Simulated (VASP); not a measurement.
Computed with RPA correlation on PBE orbitals, VASP's PBE PAW potentials (set 64) (plane waves; VASP).

The input files of a VASP run:

File KPOINTS:
```
Automatic mesh
0
Gamma
6 6 6
0 0 0
```

INCAR:
```
! general
SYSTEM =BN
PREC   =Normal
ENCUT  =500   ! plane-wave cut-off (eV)
LREAL  =.False.
LASPH  =.True.
NBANDS =331

! electronic loop
ALGO   =ACFDT

! smearing
ISMEAR =0   ! Gaussian
SIGMA  =0.01   ! width (eV)

! functional
GGA    =PE   ! PBE

! output
LWAVE  =.False.
LCHARG =.False.

! other
NOMEGA =12
ENCUTGW=300
```

POSCAR:
```
BN
1
    0.0000000000     1.8312860000     1.8312860000
    1.8312860000     0.0000000000     1.8312860000
    1.8312860000     1.8312860000     0.0000000000
B N
1 1
Direct
  0.0000000000   0.0000000000   0.0000000000
  0.2500000000   0.2500000000   0.2500000000
```

POTCAR, in this order: B_GW N_GW_new (PBE.64 set). Program: vasp_std. Read from the step before: WAVECAR, WAVEDER.

Output

OUTCAR:
```
 ion  position               nearest neighbor table
   1  0.000  0.000  0.000-   2 1.59   2 1.59   2 1.59   2 1.59
   2  0.250  0.250  0.250-   1 1.59   1 1.59   1 1.59   1 1.59
  LATTYP: Found a face centered cubic cell.
 ALAT       =     3.6625720000
 Subroutine PRICEL returns:
 Original cell was already a primitive cell.
 Subroutine GETGRP returns: Found 24 space group operations
The static configuration has the point symmetry T_d .
The dynamic configuration has the point symmetry T_d .
 Subroutine INISYM returns: Found 24 space group operations
 Subroutine IBZKPT returns following result:
 Found     16 irreducible k-points:

 Following reciprocal coordinates:
            Coordinates               Weight
  0.000000  0.000000  0.000000      1.000000
  0.166667  0.000000  0.000000      8.000000
  0.333333  0.000000  0.000000      8.000000
  0.500000  0.000000  0.000000      4.000000
  0.166667  0.166667  0.000000      6.000000
  0.333333  0.166667  0.000000     24.000000
  0.500000  0.166667  0.000000     24.000000
 -0.333333  0.166667  0.000000     24.000000
 -0.166667  0.166667  0.000000     12.000000
...
```

### OSZICAR
```
energies w=
    0.000    0.957    0.000    3.071    0.000    5.838    0.000    9.897
    0.000   16.245    0.000   26.539    0.000   43.637    0.000   72.630
    0.000  123.028    0.000  214.478    0.000  398.683    0.000  917.350
NQ=   1    0.0000    0.0000    0.0000,
 performed       3274000 updates of chi_q(r,r)
NQ=   2    0.1667    0.0000    0.0000,
 performed       6548000 updates of chi_q(r,r)
NQ=   3    0.3333    0.0000    0.0000,
 performed       9822000 updates of chi_q(r,r)
NQ=   4    0.5000    0.0000    0.0000,
 performed      13096000 updates of chi_q(r,r)
NQ=   5    0.1667    0.1667    0.0000,
 performed      16370000 updates of chi_q(r,r)
NQ=   6    0.3333    0.1667    0.0000,
 performed      19644000 updates of chi_q(r,r)
NQ=   7    0.5000    0.1667    0.0000,
 performed      22918000 updates of chi_q(r,r)
NQ=   8   -0.3333    0.1667    0.0000,
 performed      26192000 updates of chi_q(r,r)
NQ=   9   -0.1667    0.1667    0.0000,
 performed      29466000 updates of chi_q(r,r)
NQ=  10    0.3333    0.3333    0.0000,
 performed      32740000 updates of chi_q(r,r)
NQ=  11    0.5000    0.3333    0.0000,
 performed      36014000 updates of chi_q(r,r)
NQ=  12   -0.3333    0.3333    0.0000,
 performed      39288000 updates of chi_q(r,r)
NQ=  13    0.5000    0.5000    0.0000,
 performed      42562000 updates of chi_q(r,r)
NQ=  14    0.5000    0.3333    0.1667,
 performed      45836000 updates of chi_q(r,r)
NQ=  15   -0.3333    0.3333    0.1667,
 performed      49110000 updates of chi_q(r,r)
NQ=  16   -0.3333    0.5000    0.1667,
 performed      52384000 updates of chi_q(r,r)
```

File OUTCAR:
```


      cutoff energy     smooth cutoff   RPA   correlation   Hartree contr. to MP2
---------------------------------------------------------------------------------
            300.000           240.000      -13.0227636907      -19.8171351451
            285.714           228.571      -12.9591341614      -19.7476035417
            272.109           217.687      -12.8898592786      -19.6712030880
            259.151           207.321      -12.8150786078      -19.5879200491
            246.811           197.449      -12.7344373759      -19.4972140237
            235.058           188.046      -12.6474034060      -19.3983465012
            223.865           179.092      -12.5546491509      -19.2919347618
            213.204           170.564      -12.4544674237      -19.1758860222
  linear regression
  converged value                          -13.8737392977      -20.7803068721
```
(Selected blocks of OUTCAR.)

The mesh is coarse, so the correlation energy is not converged in k-points.

The compound is BN in the zinc blende structure. This cell is one point of a volume scan, at 1.04 of the reference volume. The k-mesh is coarse (spacing up to 0.50 per Å, 2π included), so the numbers may not be converged in it.
